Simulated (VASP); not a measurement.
Method: r2SCAN meta-GGA, VASP's PBE PAW potentials (set 64) (plane waves; VASP).

The input files of a VASP run:

File POSCAR:
```
SiO2
1
    6.2482832670     3.6074478669     2.3715531179
   -6.2482832674     3.6074478662     2.3715531179
    0.0000000004    -7.2148957331     2.3715531179
Si O
6 12
Direct
  0.2143582374   0.7297469122   0.9430452359
  0.7856417626   0.2702530878   0.0569547641
  0.9430452359   0.2143582374   0.7297469122
  0.0569547641   0.7856417626   0.2702530878
  0.7297469122   0.9430452359   0.2143582374
  0.2702530878   0.0569547641   0.7856417626
  0.5369108665   0.2227069861   0.9700547724
  0.4630891335   0.7772930139   0.0299452276
  0.9700547724   0.5369108665   0.2227069861
  0.0299452276   0.4630891335   0.7772930139
  0.2227069861   0.9700547724   0.5369108665
  0.7772930139   0.0299452276   0.4630891335
  0.8342912424   0.1566438957   0.1961452920
  0.1657087576   0.8433561043   0.8038547080
  0.1961452920   0.8342912424   0.1566438957
  0.8038547080   0.1657087576   0.8433561043
  0.1566438957   0.1961452920   0.8342912424
  0.8433561043   0.8038547080   0.1657087576
```

File KPOINTS:
```
K-points
0
gamma
  4 4 4
0 0 0
```

**KPOINTS_OPT**
```
k-points along high-symmetry lines
12
Line-mode
Reciprocal
  0.000000   0.000000   0.000000 ! GAMMA
  0.500000   0.000000   0.000000 ! L

  0.500000   0.000000   0.000000 ! L
  0.500000  -0.500000   0.500000 ! T

  0.500000  -0.500000   0.500000 ! T
  0.238709  -0.761291   0.238709 ! P_0

  0.238709   0.238709   0.238709 ! P_2
  0.000000   0.000000   0.000000 ! GAMMA

  0.000000   0.000000   0.000000 ! GAMMA
  0.500000  -0.500000   0.000000 ! F
```

INCAR:
```
ALGO = Normal   ! blocked Davidson
LMIXTAU = T
LEFG = T
LREAL = Auto
SYSTEM = SiO2
NEDOS = 601
ISMEAR = -5
EDIFF = 1E-7
ISIF = 2   ! forces and stress, cell fixed
METAGGA = R2SCAN
LWAVE = F
NELM = 100
ENCUT = 520   ! plane-wave cut-off (eV)
LORBIT = 11   ! lm-projected
PREC = Accurate
LCHARG = F
LASPH = T   ! aspherical one-centre terms
```

POTCAR, in this order: Si O (PBE.64 set). Program: vasp_std.

Output

**OUTCAR**
```
 ion  position               nearest neighbor table
   1  0.214  0.730  0.943-  10 1.61  14 1.61   8 1.61  15 1.61   4 3.08   6 3.08   3 3.10   5 3.10
  LATTYP: Found a trigonal (rhomboedric) cell.
 ALAT       =     7.5946681712
 COS(alpha) =    -0.3537353431
 Subroutine PRICEL returns:
 Original cell was already a primitive cell.
 Subroutine GETGRP returns: Found  6 space group operations
The static configuration has the point symmetry S_6 .
The dynamic configuration has the point symmetry S_6 .
 Subroutine INISYM returns: Found  6 space group operations
 Subroutine IBZKPT returns following result:
 Found     14 irreducible k-points:

 Following reciprocal coordinates:
            Coordinates               Weight
  0.000000  0.000000  0.000000      1.000000
  0.250000  0.000000  0.000000      6.000000
  0.500000  0.000000  0.000000      3.000000
  0.250000  0.250000  0.000000      6.000000
  0.500000  0.250000  0.000000      6.000000
  0.500000  0.000000 -0.250000      6.000000
 -0.250000  0.250000 -0.000000      6.000000
  0.500000  0.500000  0.000000      3.000000
  0.250000  0.250000  0.250000      2.000000
...
```

**OSZICAR**
```
       N       E                     dE             d eps       ncg     rms          rms(c)
DAV:   1     0.709511832509E+03    0.70951E+03   -0.48618E+04  1624   0.149E+03
DAV:   2    -0.149937626850E+03   -0.85945E+03   -0.83859E+03  2134   0.353E+02
DAV:   3    -0.225670231203E+03   -0.75733E+02   -0.75434E+02  1872   0.116E+02
DAV:   4    -0.227023583959E+03   -0.13534E+01   -0.13504E+01  1912   0.168E+01
DAV:   5    -0.227056492996E+03   -0.32909E-01   -0.32885E-01  1904   0.248E+00    0.370E+01
DAV:   6    -0.190760835629E+03    0.36296E+02   -0.56822E+01  1806   0.276E+01    0.208E+01
DAV:   7    -0.174082837596E+03    0.16678E+02   -0.31505E+00  1896   0.105E+01    0.711E+00
DAV:   8    -0.189732642743E+03   -0.15650E+02   -0.77991E+00  1806   0.109E+01    0.461E+00
DAV:   9    -0.178897141329E+03    0.10836E+02   -0.31772E+00  1718   0.771E+00    0.907E-01
DAV:  10    -0.178223478047E+03    0.67366E+00   -0.10004E+00  1772   0.532E+00    0.132E+00
DAV:  11    -0.177927321640E+03    0.29616E+00   -0.45777E-02  1872   0.141E+00    0.965E-01
DAV:  12    -0.179270643439E+03   -0.13433E+01   -0.81623E-01  1642   0.520E+00    0.638E-01
DAV:  13    -0.178386653076E+03    0.88399E+00   -0.15509E-01  1894   0.254E+00    0.558E-01
DAV:  14    -0.178479109898E+03   -0.92457E-01   -0.28279E-02  1676   0.123E+00    0.359E-01
DAV:  15    -0.178523590079E+03   -0.44480E-01   -0.46161E-02  1650   0.165E+00    0.291E-01
DAV:  16    -0.178595640606E+03   -0.72051E-01   -0.39335E-02  1638   0.132E+00    0.112E-01
DAV:  17    -0.178596981294E+03   -0.13407E-02   -0.46691E-03  1800   0.317E-01    0.959E-02
DAV:  18    -0.178597769310E+03   -0.78802E-03   -0.26274E-03  1684   0.355E-01    0.406E-02
DAV:  19    -0.178598583236E+03   -0.81393E-03   -0.82740E-04  1668   0.208E-01    0.236E-02
DAV:  20    -0.178598790539E+03   -0.20730E-03   -0.15001E-04  1886   0.808E-02    0.102E-02
DAV:  21    -0.178599055212E+03   -0.26467E-03   -0.12826E-04  1712   0.830E-02    0.525E-03
DAV:  22    -0.178599202652E+03   -0.14744E-03   -0.27101E-05  1840   0.392E-02    0.447E-03
DAV:  23    -0.178599216720E+03   -0.14069E-04   -0.55727E-06  1832   0.191E-02    0.251E-03
DAV:  24    -0.178599217810E+03   -0.10898E-05   -0.19585E-06  1832   0.110E-02    0.608E-04
DAV:  25    -0.178599219854E+03   -0.20441E-05   -0.88108E-07  1814   0.784E-03    0.110E-03
DAV:  26    -0.178599220416E+03   -0.56215E-06   -0.31244E-07  1384   0.371E-03    0.580E-04
DAV:  27    -0.178599220535E+03   -0.11867E-06   -0.46755E-08  1196   0.129E-03    0.296E-04
DAV:  28    -0.178599220634E+03   -0.98911E-07   -0.29877E-08  1096   0.127E-03
   1 F= -.17859922E+03 E0= -.17859922E+03  d E =0.000000E+00
       N       E                     dE             ncg
       N       E                     dE             ncg
       N       E                     dE             ncg
       N       E                     dE             ncg
       N       E                     dE             ncg
```

**OUTCAR**
```
------------------------ aborting loop because EDIFF is reached ----------------------------------------
  FORCE on cell =-STRESS in cart. coord.  units (eV):
  Direction    XX          YY          ZZ          XY          YZ          ZX
  --------------------------------------------------------------------------------------
  Total        0.1320490      0.1320490      0.0291871      0.0000000      0.0000000      0.0000000
  in kB        0.6596308      0.6596307      0.1457998      0.0000000      0.0000000      0.0000000
  external PRESSURE =       0.4883538 kB  Pullay stress =       0.0000000 kB
  volume of cell :      320.73
      direct lattice vectors                 reciprocal lattice vectors
     6.248283267  3.607447867  2.371553118     0.080021980  0.046200714  0.140554867
    -6.248283267  3.607447866  2.371553118    -0.080021980  0.046200714  0.140554867
     0.000000000 -7.214895733  2.371553118     0.000000000 -0.092401428  0.140554867
 POSITION                                       TOTAL-FORCE (eV/Angst)
 -----------------------------------------------------------------------------------
     -3.22029     -3.39816      4.47548        -0.003022     -0.002920     -0.008568
      3.22029      3.39816      2.63918         0.003022      0.002920      0.008568
      4.55304     -1.08978      4.47548         0.004040     -0.001157     -0.008568
     -4.55304      1.08978      2.63918        -0.004040      0.001157      0.008568
     -1.33275      4.48794      4.47548        -0.001018      0.004077     -0.008568
      1.33275     -4.48794      2.63918         0.001018     -0.004077      0.008568
      1.96323     -4.25856      4.10201         0.012038     -0.001290     -0.006873
     -1.96323      4.25856      3.01265        -0.012038      0.001290      0.006873
      2.70641      3.82949      4.10201        -0.004902      0.011071     -0.006873
     -2.70641     -3.82949      3.01265         0.004902     -0.011071      0.006873
     -4.66964      0.42907      4.10201        -0.007136     -0.009780     -0.006873
      4.66964     -0.42907      3.01265         0.007136      0.009780      0.006873
      4.23413      2.15958      2.81522         0.008442     -0.014143     -0.002426
     -4.23413     -2.15958      4.29944        -0.008442      0.014143      0.002426
     -3.98732      2.58708      2.81522         0.008028      0.014382     -0.002426
      3.98732     -2.58708      4.29944        -0.008028     -0.014382      0.002426
     -0.24682     -4.74666      2.81522        -0.016469     -0.000239     -0.002426
      0.24682      4.74666      4.29944         0.016469      0.000239      0.002426
 -----------------------------------------------------------------------------------
    total drift:                                0.000000     -0.000000     -0.000000
  FREE ENERGIE OF THE ION-ELECTRON SYSTEM (eV)
  ---------------------------------------------------
  free  energy   TOTEN  =      -178.5992206340 eV

  energy  without entropy=     -178.5992206340  energy(sigma->0) =     -178.59922063

 total charge

# of ion       s       p       d       tot
------------------------------------------
    1        0.632   1.003   0.000   1.636
    2        0.632   1.003   0.000   1.636
    3        0.632   1.003   0.000   1.636
    4        0.632   1.003   0.000   1.636
    5        0.632   1.003   0.000   1.636
    6        0.632   1.003   0.000   1.636
    7        1.554   3.734   0.000   5.288
    8        1.554   3.734   0.000   5.288
    9        1.554   3.734   0.000   5.288
   10        1.554   3.734   0.000   5.288
   11        1.554   3.734   0.000   5.288
   12        1.554   3.734   0.000   5.288
   13        1.555   3.731   0.000   5.286
   14        1.555   3.731   0.000   5.286
   15        1.555   3.731   0.000   5.286
   16        1.555   3.731   0.000   5.286
   17        1.555   3.731   0.000   5.286
   18        1.555   3.731   0.000   5.286
--------------------------------------------------
tot         22.447  50.810   0.000  73.257
```
(Selected blocks of OUTCAR.)

The structure comes from a computed database's SiO2 entry (R-3); how it stands against other phases isn't given here. It was relaxed first.
